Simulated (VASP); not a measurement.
Given:

```yaml
crystal:
  lattice:
    - [1.25545, -2.17450, 0.00000]
    - [1.25545, 2.17450, 0.00000]
    - [0.00000, 0.00000, 6.53662]
  atoms:
    - { symbol: B, position: [0.33333, 0.66667, 0.25000] }
    - { symbol: B, position: [0.66667, 0.33333, 0.75000] }
    - { symbol: N, position: [0.66667, 0.33333, 0.25000] }
    - { symbol: N, position: [0.33333, 0.66667, 0.75000] }
```

The numbers are results of rev-vdW-DF2, VASP's PBE PAW potentials (set 64) (plane waves; VASP 6.6.1), not measurements. Run with 520 eV cut-off, Gaussian smearing of 0.050 eV, potentials B N.

Question: What does the run give for the band gap (along the path) with the smallest direct gap where there is one?

Answer: 
```
Item                                   Result
------------------------------------  -------
band gap (along the path)             4.15 eV
smallest direct gap (along the path)  4.58 eV
```

The compound is BN in the hex structure. It was relaxed first.
